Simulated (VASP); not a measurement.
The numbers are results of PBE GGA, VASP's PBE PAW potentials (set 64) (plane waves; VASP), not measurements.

Input for VASP

### POSCAR
```
Ru
4.280
  0.3165887850  -0.5483478972   0.0000000000
  0.3165887850   0.5483478972   0.0000000000
  0.0000000000   0.0000000000   1.0000000000
Ru
2
direct
  0.3333330000   0.6666670000   0.2500000000
  0.6666670000   0.3333330000   0.7500000000
```

INCAR:
```
SYSTEM=Ru
PREC=Accurate; ENCUT=300; LREAL=F
LASPH=T
EDIFF=1E-6; NELM=100; ALGO=Normal
LMAXMIX=4
ISMEAR=-1; SIGMA=0.136
GGA=PE
ISIF=2
LWAVE=F; LCHARG=F
```

KPOINTS:
```
K-points
0
gamma
9 9 5
```

POTCAR, in this order: Ru_pv (PBE.64 set). Program: vasp_std.

What VASP printed:

OUTCAR:
```
 ion  position               nearest neighbor table
   1  0.333  0.667  0.250-   2 2.65   2 2.65   2 2.65   2 2.65   2 2.65   2 2.65
   2  0.667  0.333  0.750-   1 2.65   1 2.65   1 2.65   1 2.65   1 2.65   1 2.65
  LATTYP: Found a hexagonal cell.
 ALAT       =     2.7100001349
 C/A-ratio  =     1.5793357148
 Subroutine PRICEL returns:
 Original cell was already a primitive cell.
 Subroutine GETGRP returns: Found 24 space group operations
The static configuration has the point symmetry D_3d.
 The point group associated with its full space group is D_6h.
The dynamic configuration has the point symmetry D_3d.
 Subroutine INISYM returns: Found 24 space group operations
 Subroutine IBZKPT returns following result:
 Found     36 irreducible k-points:

 Following reciprocal coordinates:
            Coordinates               Weight
  0.000000  0.000000  0.000000      1.000000
  0.111111 -0.000000  0.000000      6.000000
  0.222222  0.000000  0.000000      6.000000
  0.333333 -0.000000  0.000000      6.000000
  0.444444  0.000000  0.000000      6.000000
  0.111111  0.111111  0.000000      6.000000
  0.222222  0.111111  0.000000     12.000000
  0.333333  0.111111  0.000000     12.000000
  0.444444  0.111111  0.000000      6.000000
  0.222222  0.222222  0.000000      6.000000
  0.333333  0.222222  0.000000     12.000000
  0.333333  0.333333  0.000000      2.000000
  0.000000  0.000000  0.200000      2.000000
  0.111111 -0.000000  0.200000     12.000000
  0.222222  0.000000  0.200000     12.000000
  0.333333 -0.000000  0.200000     12.000000
  0.444444  0.000000  0.200000     12.000000
  0.111111  0.111111  0.200000     12.000000
  0.222222  0.111111  0.200000     24.000000
  0.333333  0.111111  0.200000     24.000000
  0.444444  0.111111  0.200000     12.000000
  0.222222  0.222222  0.200000     12.000000
  0.333333  0.222222  0.200000     24.000000
  0.333333  0.333333  0.200000      4.000000
  0.000000  0.000000  0.400000      2.000000
  0.111111 -0.000000  0.400000     12.000000
  0.222222  0.000000  0.400000     12.000000
  0.333333 -0.000000  0.400000     12.000000
  0.444444  0.000000  0.400000     12.000000
  0.111111  0.111111  0.400000     12.000000
  0.222222  0.111111  0.400000     24.000000
  0.333333  0.111111  0.400000     24.000000
  0.444444  0.111111  0.400000     12.000000
  0.222222  0.222222  0.400000     12.000000
  0.333333  0.222222  0.400000     24.000000
  0.333333  0.333333  0.400000      4.000000
   k-points           NKPTS =     36   k-points in BZ     NKDIM =     36   number of bands    NBANDS=     18
   number of dos      NEDOS =    301   number of ions     NIONS =      2
   total plane-waves  NPLWV =   6144
   dimension x,y,z NGX =    16 NGY =   16 NGZ =   24
   dimension x,y,z NGXF=    32 NGYF=   32 NGZF=   48
   ions per type =               2
   PREC   = accura    normal or accurate (medium, high low for compatibility)
   ISTART =      0    job   : 0-new  1-cont  2-samecut
   ICHARG =      2    charge: 1-file 2-atom 10-const
   ISPIN  =      1    spin polarized calculation?
   LNONCOLLINEAR =      F non collinear calculations
   LSORBIT =      F    spin-orbit coupling
   INIWAV =      1    electr: 0-lowe 1-rand  2-diag
   ENCUT  =  300.0 eV  22.05 Ry    4.70 a.u.   3.83  3.83  6.04*2*pi/ulx,y,z
   NELM   =    100;   NELMIN=  2; NELMDL= -5     # of ELM steps
   EDIFF  = 0.1E-05   stopping-criterion for ELM
   LREAL  =      F    real-space projection
   NLSPLINE    = F    spline interpolate recip. space projectors
   LMAXMIX     =    4 max onsite mixed and CHGCAR
   VOSKOWN=      0    Vosko Wilk Nusair interpolation
   EDIFFG = 0.1E-04   stopping-criterion for IOM
...
```

### OSZICAR
```
       N       E                     dE             d eps       ncg     rms          rms(c)
DAV:   1     0.192071368050E+03    0.19207E+03   -0.13844E+04  1384   0.118E+03
DAV:   2    -0.158573963924E+02   -0.20793E+03   -0.20352E+03  1408   0.386E+02
DAV:   3    -0.198047001386E+02   -0.39473E+01   -0.38646E+01  1364   0.577E+01
DAV:   4    -0.198740586636E+02   -0.69359E-01   -0.68698E-01  1648   0.526E+00
DAV:   5    -0.198752023748E+02   -0.11437E-02   -0.11436E-02  1464   0.560E-01    0.175E+01
DAV:   6    -0.186503674779E+02    0.12248E+01   -0.32276E+00  1310   0.188E+01    0.473E+00
DAV:   7    -0.185591558558E+02    0.91212E-01   -0.27844E-01  1336   0.500E+00    0.111E+00
DAV:   8    -0.185499992533E+02    0.91566E-02   -0.63718E-03  1324   0.945E-01    0.236E-01
DAV:   9    -0.185496813755E+02    0.31788E-03   -0.55840E-04  1656   0.259E-01    0.449E-02
DAV:  10    -0.185496975700E+02   -0.16194E-04   -0.14960E-05  1440   0.335E-02    0.111E-02
DAV:  11    -0.185496938892E+02    0.36808E-05   -0.15918E-06   878   0.124E-02    0.343E-03
DAV:  12    -0.185496945309E+02   -0.64172E-06   -0.10348E-07   678   0.264E-03
   1 F= -.18549695E+02 E0= -.18504930E+02  d E =-.895289E-01
```

OUTCAR:
```
------------------------ aborting loop because EDIFF is reached ----------------------------------------
  FORCE on cell =-STRESS in cart. coord.  units (eV):
  Direction    XX          YY          ZZ          XY          YZ          ZX
  --------------------------------------------------------------------------------------
  Total        0.5075930      0.5075931      0.4832058      0.0000000      0.0000000      0.0000000
  in kB       29.8753649     29.8753689     28.4400056      0.0000000      0.0000000      0.0000000
  external PRESSURE =      29.3969131 kB  Pullay stress =       0.0000000 kB
  volume of cell :       27.22
      direct lattice vectors                 reciprocal lattice vectors
     1.355000000 -2.346929000  0.000000000     0.369003690 -0.213044366  0.000000000
     1.355000000  2.346929000  0.000000000     0.369003690  0.213044366  0.000000000
     0.000000000  0.000000000  4.280000000     0.000000000  0.000000000  0.233644860
 POSITION                                       TOTAL-FORCE (eV/Angst)
 -----------------------------------------------------------------------------------
      1.35500      0.78231      1.07000         0.000000     -0.000000      0.000000
      1.35500     -0.78231      3.21000        -0.000000      0.000000      0.000000
 -----------------------------------------------------------------------------------
    total drift:                               -0.000000      0.000510     -0.000044
  FREE ENERGIE OF THE ION-ELECTRON SYSTEM (eV)
  ---------------------------------------------------
  free  energy   TOTEN  =       -18.5496945309 eV

  energy  without entropy=      -18.4601656056  energy(sigma->0) =      -18.50493007
```
(Selected blocks of OUTCAR.)

At this cut-off the stress carries a Pulay error, which pulls relaxed volumes low.

The structure is a typed Ru crystal (P6_3/mmc). The cell was not relaxed at this level.
